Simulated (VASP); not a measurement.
# Which native defect does ErNi form most easily?, part 5 of 5

Which native defect is cheapest in ErNi, and how does that change with the growth condition? The start is a cell from a database of measured crystal structures.

VASP 6.6.1, plane waves and PAW; the level of theory is named at each step.

So far. Step 6 (Reference Ni): The run ended after 3 ionic steps, 0.018 eV below its first step, once forces and stress met EDIFFG = -0.02. Step 6 (Reference Ni): Energy at zero smearing: -6.14838 eV.

## (7) The defect cell, 31 atoms, defect Er vacancy

This step: PBEsol, spin-polarised from a ferromagnetic start, 4f electrons in the core; plane waves and PAW (Er_3, Ni) (VASP 6.6.1).

System of this step: Er15Ni16. The cell holds 31 atoms: 15 Er and 16 Ni. Its edges and angles: a = 9.507 Å, b = 9.507 Å, c = 9.507 Å, α = 89.5°, β = 128.0°, γ = 113.1°. It derives from ErNi. Nearest the centre at fractional (0.808, 0.843, 0.785): Ni16 at 2.77 Å, Ni25 at 2.78 Å, Ni17 at 2.82 Å, Ni20 at 2.82 Å, Ni22 at 2.82 Å, Ni31 at 2.83 Å, Ni29 at 2.83 Å, Er6 at 3.48 Å.

The host is treated as a metal, since its gap is under 0.3 eV or closed. The run keeps 2 symmetry operations, which cuts the number of k-points but bars distortions that break them. The atoms relax at the host's fixed cell.

The input, INCAR:

```
SYSTEM = Er15Ni16
PREC = Normal
ENCUT = 300
EDIFF = 1E-05
NELM = 120
ISMEAR = 1
SIGMA = 0.2
LREAL = Auto
ALGO = Fast
GGA = PS
ISPIN = 2
MAGMOM = 0 0 0 0 0 0 0 0 0 0 0 0 0 0 0 1 1 1 1 1 1 1 1 1 1 1 1 1 1 1 1
LMAXMIX = 6
LORBIT = 11
LWAVE = .FALSE.
LCHARG = .TRUE.
KPAR = 4
NCORE = 2
IBRION = 2
NSW = 50
ISIF = 2
EDIFFG = -0.03
POTIM = 0.4
MAXMIX = 40
ISYM = 2
```

The input, POSCAR:

```
Er15Ni16
1.0
   -6.7511349801      4.1667064228      5.2393083039
    6.7511349801     -4.1667064228      5.2393083039
    6.7511349801      4.1667064228     -5.2393083039
Er Ni
15 16
Direct
    0.3079567400      0.3427579100      0.7848011700
    0.3079567400      0.8427579100      0.2848011700
    0.8079567400      0.3427579100      0.2848011700
    0.3079567400      0.5231555800      0.4651988300
    0.8079567400      0.0231555800      0.4651988300
    0.8079567400      0.5231555800      0.9651988300
    0.3079567400      0.0231555800      0.9651988300
    0.6920432600      0.4768444200      0.5348011700
    0.1920432600      0.9768444200      0.5348011700
    0.1920432600      0.4768444200      0.0348011700
    0.6920432600      0.9768444200      0.0348011700
    0.1920432600      0.1572420900      0.2151988300
    0.6920432600      0.6572420900      0.2151988300
    0.6920432600      0.1572420900      0.7151988300
    0.1920432600      0.6572420900      0.7151988300
    0.5603609400      0.6667406300      0.8563796900
    0.0603609400      0.1667406300      0.8563796900
    0.0603609400      0.6667406300      0.3563796900
    0.5603609400      0.1667406300      0.3563796900
    0.5603609400      0.7039812400      0.3936203100
    0.0603609400      0.2039812400      0.3936203100
    0.0603609400      0.7039812400      0.8936203100
    0.5603609400      0.2039812400      0.8936203100
    0.4396390600      0.2960187600      0.6063796900
    0.9396390600      0.7960187600      0.6063796900
    0.9396390600      0.2960187600      0.1063796900
    0.4396390600      0.7960187600      0.1063796900
    0.4396390600      0.3332593700      0.1436203100
    0.9396390600      0.8332593700      0.1436203100
    0.9396390600      0.3332593700      0.6436203100
    0.4396390600      0.8332593700      0.6436203100
```

The input, KPOINTS:

```
Automatic mesh
0
Gamma
4 4 4
0 0 0
```

The projector-augmented-wave data sets are Er_3 and Ni (PBE family, release 64).

Run with:

```bash
$ mpirun -np 8 vasp_std
```

The program printed:

```text
[banner, memory and clock lines left out]
running    8 mpi-ranks, on    1 nodes
[...]
[... a notice as in an earlier step ...]

 LDA part: xc-table for (Slater+PW92), standard interpolation
 POSCAR, INCAR and KPOINTS ok, starting setup
[...]
entering main loop
       N       E                     dE             d eps       ncg     rms          rms(c)
DAV:   1     0.239622454485E+04    0.23962E+04   -0.83011E+04 25888   0.131E+03
DAV:   2     0.780321194911E+02   -0.23182E+04   -0.22557E+04 28822   0.848E+02
DAV:   3    -0.170492936028E+03   -0.24853E+03   -0.22572E+03 34575   0.293E+02
DAV:   4    -0.201896774592E+03   -0.31404E+02   -0.26935E+02 30192   0.104E+02
[...]
RMM:  35    -0.183800777252E+03   -0.17306E-04   -0.19538E-04 20596   0.686E-02    0.176E-02
RMM:  36    -0.183800789656E+03   -0.12404E-04   -0.95691E-05 14307   0.400E-02    0.236E-02
RMM:  37    -0.183800796470E+03   -0.68135E-05   -0.58236E-05 13614   0.531E-02
   1 F= -.18380080E+03 E0= -.18380268E+03  d E =-.183801E+03  mag=    -0.0003
[... from here on, the cycles between the ionic steps are left out ...]
   2 F= -.18383006E+03 E0= -.18383185E+03  d E =-.292636E-01  mag=     0.0000
   3 F= -.18387821E+03 E0= -.18387961E+03  d E =-.774149E-01  mag=    -0.0001
[...]
hard stop encountered!  aborting job ...
[...]
|     The electronic self-consistency was not achieved in the given           |
[...]
soft stop encountered!  aborting job ...
   4 F= -.18383262E+03 E0= -.18383323E+03  d E =0.182909E-02  mag=     0.0002
 deleting file STOPCAR
```

Wall time 51 min (8 MPI ranks of Intel Xeon Platinum 8488C (Sapphire Rapids), shared host); peak memory 6 GiB.

The steps of the relaxation:

| step | energy less that of the first step (eV) | largest force (eV/Å) |
| --- | --- | --- |
| 1 | 0.0000 | 0.3667 |
| 2 | -0.0293 | 0.3285 |
| 3 | -0.0774 | 0.2203 |

The atoms that moved most (Å):

| atom | dx | dy | dz | length |
| --- | --- | --- | --- | --- |
| Ni17 | 0.014 | 0.000 | 0.051 | 0.053 |
| Er14 | -0.028 | 0.027 | -0.018 | 0.043 |
| Er12 | -0.028 | -0.027 | -0.018 | 0.043 |
| Er4 | 0.010 | 0.024 | 0.032 | 0.041 |
| Er6 | 0.010 | -0.024 | 0.032 | 0.041 |
| Er5 | 0.008 | 0.022 | -0.032 | 0.040 |
| Er7 | 0.008 | -0.022 | -0.032 | 0.040 |
| Ni25 | 0.023 | 0.000 | -0.018 | 0.029 |

Final coordinates:

```cif
data_structure
_symmetry_space_group_name_H-M 'P 1'
_symmetry_Int_Tables_number 1
_cell_length_a 9.5073
_cell_length_b 9.5073
_cell_length_c 9.5073
_cell_angle_alpha 89.514
_cell_angle_beta 128.014
_cell_angle_gamma 113.118
_cell_volume 589.53
loop_
_atom_site_label
_atom_site_type_symbol
_atom_site_fract_x
_atom_site_fract_y
_atom_site_fract_z
_atom_site_occupancy
Er1 Er 0.30731 0.34322 0.78591 1
Er2 Er 0.30762 0.84244 0.28483 1
Er3 Er 0.80746 0.34251 0.28505 1
Er4 Er 0.31389 0.52691 0.46882 1
Er5 Er 0.80752 0.02066 0.46842 1
Er6 Er 0.80809 0.52691 0.96302 1
Er7 Er 0.30223 0.02066 0.96314 1
Er8 Er 0.69248 0.47744 0.53496 1
Er9 Er 0.19073 0.97398 0.53325 1
Er10 Er 0.19228 0.47756 0.03528 1
Er11 Er 0.69191 0.97663 0.03472 1
Er12 Er 0.18700 0.15341 0.20985 1
Er13 Er 0.69304 0.65919 0.21530 1
Er14 Er 0.69356 0.15341 0.71641 1
Er15 Er 0.19389 0.65919 0.71616 1
Ni16 Ni 0.56225 0.66917 0.85692 1
Ni17 Ni 0.06524 0.17263 0.85739 1
Ni18 Ni 0.05969 0.66527 0.35558 1
Ni19 Ni 0.55936 0.16614 0.35678 1
Ni20 Ni 0.56076 0.70380 0.39265 1
Ni21 Ni 0.06009 0.20379 0.39313 1
Ni22 Ni 0.06115 0.70380 0.89305 1
Ni23 Ni 0.56067 0.20379 0.89370 1
Ni24 Ni 0.44051 0.29651 0.60600 1
Ni25 Ni 0.93795 0.79606 0.60811 1
Ni26 Ni 0.94004 0.29633 0.10629 1
Ni27 Ni 0.44052 0.79757 0.10705 1
Ni28 Ni 0.43872 0.33197 0.14305 1
Ni29 Ni 0.93788 0.83216 0.14287 1
Ni30 Ni 0.93892 0.33197 0.64325 1
Ni31 Ni 0.43929 0.83216 0.64427 1
```

The stop cut the electronic loop of the last step short, so that step is set aside; the step before it may be unsound too where the loop had begun to diverge.

The run met its time limit with a largest force of 0.22 eV/Å at its last finished step, so it is continued.

## (8) Going on with the relaxation

The relaxation goes on from where it stopped.

INCAR: that of step 7 with these lines changed.

```diff
@@ -22,3 +22,3 @@
 EDIFFG = -0.03
-POTIM = 0.4
+POTIM = 0.25
 MAXMIX = 40
```

The input, POSCAR:

```
Er15Ni16
1.0
   -6.7511349801      4.1667064228      5.2393083039
    6.7511349801     -4.1667064228      5.2393083039
    6.7511349801      4.1667064228     -5.2393083039
Er Ni
15 16
Direct
    0.3073073654      0.3432202743      0.7859129090
    0.3076176674      0.8424433023      0.2848256350
    0.8074599167      0.3425122159      0.2850522993
    0.3138922707      0.5269077626      0.4688157980
    0.8075203950      0.0206553480      0.4684233221
    0.8080919546      0.5269077626      0.9630154819
    0.3022320159      0.0206553480      0.9631349430
    0.6924768635      0.4774384997      0.5349616462
    0.1907280151      0.9739827724      0.5332547673
    0.1922820831      0.4775604489      0.0352783758
    0.6919096400      0.9766297709      0.0347201409
    0.1870022081      0.1534114196      0.2098482404
    0.6930362142      0.6591920684      0.2153026590
    0.6935631793      0.1534114196      0.7164092115
    0.1938894095      0.6591920684      0.7161558542
    0.5622524409      0.6691744451      0.8569220041
    0.0652350669      0.1726287877      0.8573937208
    0.0596898757      0.6652660491      0.3555761734
    0.5593571779      0.1661408458      0.3567836679
    0.5607557288      0.7038016228      0.3926469729
    0.0600916682      0.2037946739      0.3931260669
    0.0611546599      0.7038016228      0.8930459040
    0.5606686171      0.2037946739      0.8937030157
    0.4405100987      0.2965056052      0.6059954965
    0.9379467375      0.7960596987      0.6081129512
    0.9400370947      0.2963256222      0.1062885175
    0.4405190045      0.7975701198      0.1070511054
    0.4387211975      0.3319703202      0.1430486835
    0.9378849257      0.8321586004      0.1428704695
    0.9389216367      0.3319703202      0.6432491227
    0.4392881309      0.8321586004      0.6442736747
```

KPOINTS is that of step 7.

Run with:

```bash
$ mpirun -np 8 vasp_std
```

The program printed:

```text
[... set-up lines as in an earlier step ...]
 entering main loop
       N       E                     dE             d eps       ncg     rms          rms(c)
DAV:   1     0.239445336020E+04    0.23945E+04   -0.83055E+04 25928   0.131E+03
DAV:   2     0.776845577454E+02   -0.23168E+04   -0.22545E+04 28791   0.848E+02
DAV:   3    -0.170195029775E+03   -0.24788E+03   -0.22520E+03 34511   0.293E+02
DAV:   4    -0.201683225701E+03   -0.31488E+02   -0.27121E+02 30400   0.104E+02
[...]
RMM:  34    -0.183878173111E+03   -0.26445E-04   -0.22697E-04 18337   0.390E-02    0.292E-02
RMM:  35    -0.183878191150E+03   -0.18039E-04   -0.10481E-04 15831   0.632E-02    0.408E-02
RMM:  36    -0.183878193627E+03   -0.24766E-05   -0.77986E-05 14812   0.575E-02
   1 F= -.18387819E+03 E0= -.18387958E+03  d E =-.183878E+03  mag=    -0.0002
[...]
2 F= -.18388403E+03 E0= -.18388538E+03  d E =-.583518E-02  mag=     0.0002
[...]
3 F= -.18389934E+03 E0= -.18390055E+03  d E =-.211491E-01  mag=    -0.0000
[...]
hard stop encountered!  aborting job ...
[...]
soft stop encountered!  aborting job ...
   4 F= -.18392021E+03 E0= -.18392115E+03  d E =0.281050E-02  mag=    -0.0000
 deleting file STOPCAR
```

The job ended after 51 min (8 MPI ranks; peak memory 6 GiB).

The run was stopped at its time limit, so it gives no result of its own.

## (9) Relaxing the defect, 31 atoms, defect Ni vacancy

System of this step: Er16Ni15. The cell holds 31 atoms: 16 Er and 15 Ni. Cell: a = 9.507 Å, b = 9.507 Å, c = 9.507 Å, α = 89.5°, β = 128.0°, γ = 113.1°. It derives from ErNi. Nearest the centre at fractional (0.560, 0.667, 0.856): Ni31 at 2.54 Å, Ni29 at 2.54 Å, Er1 at 2.77 Å, Er12 at 2.78 Å, Er2 at 2.82 Å, Er7 at 2.82 Å, Er5 at 2.82 Å, Er14 at 2.83 Å.

The input, INCAR:

```
SYSTEM = Er16Ni15
PREC = Normal
ENCUT = 300
EDIFF = 1E-05
NELM = 120
ISMEAR = 1
SIGMA = 0.2
LREAL = Auto
ALGO = Fast
GGA = PS
ISPIN = 2
MAGMOM = 0 0 0 0 0 0 0 0 0 0 0 0 0 0 0 0 1 1 1 1 1 1 1 1 1 1 1 1 1 1 1
LMAXMIX = 6
LORBIT = 11
LWAVE = .FALSE.
LCHARG = .TRUE.
KPAR = 4
NCORE = 2
IBRION = 2
NSW = 50
ISIF = 2
EDIFFG = -0.03
POTIM = 0.4
MAXMIX = 40
ISYM = 2
```

The input, POSCAR:

```
Er16Ni15
1.0
   -6.7511349801      4.1667064228      5.2393083039
    6.7511349801     -4.1667064228      5.2393083039
    6.7511349801      4.1667064228     -5.2393083039
Er Ni
16 15
Direct
    0.8079567400      0.8427579100      0.7848011700
    0.3079567400      0.3427579100      0.7848011700
    0.3079567400      0.8427579100      0.2848011700
    0.8079567400      0.3427579100      0.2848011700
    0.3079567400      0.5231555800      0.4651988300
    0.8079567400      0.0231555800      0.4651988300
    0.8079567400      0.5231555800      0.9651988300
    0.3079567400      0.0231555800      0.9651988300
    0.6920432600      0.4768444200      0.5348011700
    0.1920432600      0.9768444200      0.5348011700
    0.1920432600      0.4768444200      0.0348011700
    0.6920432600      0.9768444200      0.0348011700
    0.1920432600      0.1572420900      0.2151988300
    0.6920432600      0.6572420900      0.2151988300
    0.6920432600      0.1572420900      0.7151988300
    0.1920432600      0.6572420900      0.7151988300
    0.0603609400      0.1667406300      0.8563796900
    0.0603609400      0.6667406300      0.3563796900
    0.5603609400      0.1667406300      0.3563796900
    0.5603609400      0.7039812400      0.3936203100
    0.0603609400      0.2039812400      0.3936203100
    0.0603609400      0.7039812400      0.8936203100
    0.5603609400      0.2039812400      0.8936203100
    0.4396390600      0.2960187600      0.6063796900
    0.9396390600      0.7960187600      0.6063796900
    0.9396390600      0.2960187600      0.1063796900
    0.4396390600      0.7960187600      0.1063796900
    0.4396390600      0.3332593700      0.1436203100
    0.9396390600      0.8332593700      0.1436203100
    0.9396390600      0.3332593700      0.6436203100
    0.4396390600      0.8332593700      0.6436203100
```

KPOINTS is that of step 8.

Run with:

```bash
$ mpirun -np 8 vasp_std
```

The program printed:

```text
[... set-up lines as in an earlier step ...]
 entering main loop
       N       E                     dE             d eps       ncg     rms          rms(c)
DAV:   1     0.238231228049E+04    0.23823E+04   -0.82917E+04 26104   0.132E+03
DAV:   2     0.747623659333E+02   -0.23075E+04   -0.22460E+04 29440   0.877E+02
DAV:   3    -0.169615853092E+03   -0.24438E+03   -0.22265E+03 34336   0.295E+02
DAV:   4    -0.200685487557E+03   -0.31070E+02   -0.26690E+02 29920   0.104E+02
[...]
RMM:  34    -0.184911915154E+03   -0.22518E-04   -0.23949E-04 22455   0.566E-02    0.263E-02
RMM:  35    -0.184911927127E+03   -0.11973E-04   -0.13792E-04 19800   0.378E-02    0.248E-02
RMM:  36    -0.184911932104E+03   -0.49772E-05   -0.74116E-05 14820   0.400E-02
   1 F= -.18491193E+03 E0= -.18490880E+03  d E =-.184912E+03  mag=     0.0003
[...]
2 F= -.18493604E+03 E0= -.18493315E+03  d E =-.241107E-01  mag=     0.0007
[...]
3 F= -.18495969E+03 E0= -.18495721E+03  d E =-.477592E-01  mag=     0.0009
[...]
4 F= -.18496173E+03 E0= -.18495938E+03  d E =-.498005E-01  mag=     0.0003
[...]
5 F= -.18496562E+03 E0= -.18496317E+03  d E =-.388773E-02  mag=     0.0000
 trial-energy change:   -0.003888  1 .order   -0.003707   -0.004332   -0.003081
 step:   2.8725(harm=  5.1734)  dis= 0.00845  next Energy=  -184.967185 (dE=-0.545E-02)
[...]
N       E                     dE             d eps       ncg     rms          rms(c)
DAV:   1    -0.184963591230E+03    0.20353E-02   -0.73861E-01 27120   0.495E+00    0.291E-01
 hard stop encountered!  aborting job ...
 [... a notice as in an earlier step ...]

 soft stop encountered!  aborting job ...
```

Run time: 51 min. Hardware: 8 MPI ranks.

Step by step:

| step | energy less that of the first step (eV) | largest force (eV/Å) |
| --- | --- | --- |
| 1 | 0.0000 | 0.4353 |
| 2 | -0.0241 | 0.3136 |
| 3 | -0.0478 | 0.0938 |
| 4 | -0.0498 | 0.0963 |
| 5 | -0.0537 | 0.0631 |

The atoms that moved most (Å):

| atom | dx | dy | dz | length |
| --- | --- | --- | --- | --- |
| Er2 | -0.027 | 0.000 | -0.055 | 0.062 |
| Er16 | 0.037 | -0.011 | 0.002 | 0.039 |
| Er14 | 0.037 | 0.011 | 0.002 | 0.039 |
| Er12 | -0.033 | 0.000 | 0.003 | 0.034 |
| Er7 | -0.021 | 0.019 | 0.009 | 0.030 |
| Er5 | -0.021 | -0.019 | 0.009 | 0.030 |
| Er1 | 0.024 | 0.000 | -0.012 | 0.026 |
| Ni29 | 0.003 | 0.016 | 0.018 | 0.025 |

Final coordinates:

```xyz
31
Lattice="-6.7511 4.1667 5.2393 6.7511 -4.1667 5.2393 6.7511 4.1667 -5.2393" Properties=species:S:1:pos:R:3 pbc="T T T"
Er    5.5568    3.1250    4.5251
Er    5.5058    3.1250   -0.7577
Er    5.5340   -1.0417    4.5251
Er   -1.2205    3.1250    4.5447
Er    4.5725    1.0227    1.9265
Er   -2.1581    5.2065    1.9170
Er    4.5725    5.2274    1.9265
Er    4.5931    5.2102   -3.3223
Er    2.1552    3.1250    3.3259
Er    8.9029   -1.0417    3.3036
Er    2.1581   -1.0417    3.3275
Er    2.1243   -1.0417    8.5650
Er    1.2173    1.0367    0.7047
Er    1.2549    1.0528    5.9435
Er    1.2173    5.2134    0.7047
Er    8.0060    1.0306    0.7042
Ni    6.4902    3.1250   -3.2985
Ni    6.4965   -1.0417    1.9314
Ni   -0.2452    3.1250    1.9358
Ni    3.6258    1.0477    4.5525
Ni    3.6352    1.0437   -0.6740
Ni   10.3770    1.0357   -0.6868
Ni    3.6352    5.2064   -0.6740
Ni    3.1422    3.1250    0.6847
Ni    3.1210    3.1250    5.9135
Ni   -3.6141    3.1250    5.9215
Ni    3.1121   -1.0417    5.9186
Ni    0.2451    1.0362    3.3141
Ni    0.2545    1.0581    8.5544
Ni    0.2451    5.2139    3.3141
Ni    7.0057    1.0253    3.3151
```

The run met its time limit with a largest force of 0.06 eV/Å at its last finished step, short of the threshold. The session uses it under a looser, picked bar, without proof that a minimum is near.

## (10) This defect's formation energies

This step: point defect, PBEsol; plane waves and PAW (VASP 6.6.1).

This step runs nothing: it gathers the runs above.

Numbers from this step:

```yaml
formation_energy_of_the_neutral_defect: 1.248 eV
host_formation_enthalpy: -0.4762 eV/atom
```

Formation energy:

| formation energy (eV) | largest move (Å) |
| --- | --- |
| 1.248 | 0.06161 |

E_f is E(defect cell) less E(perfect cell), corrected for the atoms exchanged with their references.

References, in eV an atom: Er -4.921 (crystal P6_3/mmc) and Ni -6.148 (crystal Fm-3m). They were run at the supercell's cutoff and functional, without U, and count both elements from their own phases.

The formation energy is 1.248 eV, and the largest move of an atom 0.06 Å.

## (11) Relaxing the defect, 32 atoms, defect Er on the Ni site

This step: PBEsol, spin-polarised from a ferromagnetic start, 4f electrons in the core; plane waves and PAW (Er_3, Ni) (VASP 6.6.1).

System of this step: Er17Ni15. The cell holds 32 atoms: 17 Er and 15 Ni. Its edges and angles: a = 9.507 Å, b = 9.507 Å, c = 9.507 Å, α = 89.5°, β = 128.0°, γ = 113.1°. It derives from ErNi. Nearest the centre at fractional (0.560, 0.667, 0.856): Er17 at 0.00 Å, Ni32 at 2.54 Å, Ni30 at 2.54 Å, Er1 at 2.77 Å, Er12 at 2.78 Å, Er2 at 2.82 Å, Er7 at 2.82 Å, Er5 at 2.82 Å.

INCAR: that of step 9 with these lines changed.

```diff
@@ -1,2 +1,2 @@
-SYSTEM = Er16Ni15
+SYSTEM = Er17Ni15
 PREC = Normal
@@ -11,3 +11,3 @@
 ISPIN = 2
-MAGMOM = 0 0 0 0 0 0 0 0 0 0 0 0 0 0 0 0 1 1 1 1 1 1 1 1 1 1 1 1 1 1 1
+MAGMOM = 0 0 0 0 0 0 0 0 0 0 0 0 0 0 0 0 0 1 1 1 1 1 1 1 1 1 1 1 1 1 1 1
 LMAXMIX = 6
```

POSCAR: that of step 9 with these lines changed.

```diff
@@ -1,2 +1,2 @@
-Er16Ni15
+Er17Ni15
 1.0
@@ -6,3 +6,3 @@
 Er Ni
-16 15
+17 15
 Direct
@@ -24,2 +24,3 @@
     0.1920432600      0.6572420900      0.7151988300
+    0.5603609400      0.6667406300      0.8563796900
     0.0603609400      0.1667406300      0.8563796900
```

KPOINTS is that of step 9.

Run with:

```bash
$ mpirun -np 8 vasp_std
```

The program printed:

```text
[... set-up lines as in an earlier step ...]
 entering main loop
       N       E                     dE             d eps       ncg     rms          rms(c)
DAV:   1     0.250762859116E+04    0.25076E+04   -0.84955E+04 26984   0.134E+03
DAV:   2     0.878700174627E+02   -0.24198E+04   -0.23521E+04 30222   0.899E+02
DAV:   3    -0.171812518092E+03   -0.25968E+03   -0.23522E+03 35379   0.308E+02
DAV:   4    -0.208411253346E+03   -0.36599E+02   -0.31644E+02 31760   0.108E+02
[...]
RMM:  34    -0.187035915978E+03   -0.42212E-05   -0.18819E-04 20186   0.512E-02    0.323E-02
RMM:  35    -0.187035924533E+03   -0.85550E-05   -0.14583E-04 18581   0.418E-02    0.131E-02
RMM:  36    -0.187035929655E+03   -0.51213E-05   -0.62580E-05 15169   0.398E-02
   1 F= -.18703593E+03 E0= -.18703174E+03  d E =-.187036E+03  mag=    -0.0005
[...]
2 F= -.18777046E+03 E0= -.18776718E+03  d E =-.734530E+00  mag=    -0.0004
[...]
3 F= -.18820463E+03 E0= -.18820240E+03  d E =-.116870E+01  mag=    -0.0001
[...]
4 F= -.18820612E+03 E0= -.18820394E+03  d E =-.117019E+01  mag=    -0.0002
[...]
N       E                     dE             d eps       ncg     rms          rms(c)
DAV:   1    -0.188151354324E+03    0.54767E-01   -0.16193E+01 27736   0.279E+01    0.193E+00
RMM:   2    -0.188251072743E+03   -0.99718E-01   -0.10645E+00 24369   0.456E+00    0.122E+00
RMM:   3    -0.188290403573E+03   -0.39331E-01   -0.33884E-01 30091   0.234E+00    0.151E+00
RMM:   4    -0.188296669322E+03   -0.62657E-02   -0.81296E-02 29641   0.100E+00    0.117E+00
RMM:   5    -0.188295282477E+03    0.13868E-02   -0.23764E-02 28561   0.658E-01    0.799E-01
RMM:   6    -0.188293472197E+03    0.18103E-02   -0.15556E-02 29039   0.640E-01    0.353E-01
RMM:   7    -0.188294228838E+03   -0.75664E-03   -0.14424E-02 29562   0.571E-01    0.509E-01
RMM:   8    -0.188295680424E+03   -0.14516E-02   -0.64229E-03 27978   0.372E-01    0.683E-01
RMM:   9    -0.188294893235E+03    0.78719E-03   -0.18610E-03 24422   0.251E-01    0.461E-01
 hard stop encountered!  aborting job ...
 [... a notice as in an earlier step ...]

 soft stop encountered!  aborting job ...
```

The job ended after 51 min (8 MPI ranks).

The run was stopped at its time limit, so it gives no result of its own.

## (12) Summary of results

```
result : none
```

What this shows: The session ends without its result: «relax the defect» met its time limit.

[Lines on the potential files, build, host, timing and source positions are cut from VASP's logs without a mark.]

[Logs are printed without paths, hosts, clocks, repeated set-up lines and the standing remarks that a program may print on its own settings, such as how far it seeks lower states.]

[Hosts, paths, dates, database ids (printed as entryN), source tags and the programs' standing remarks are cut or masked in the printed files.]

[In band tables of VASP the shares of atoms and orbitals are scaled to a sum of 1 inside the atoms' spheres.]

[Runs that stopped without an error message from VASP are left out.]
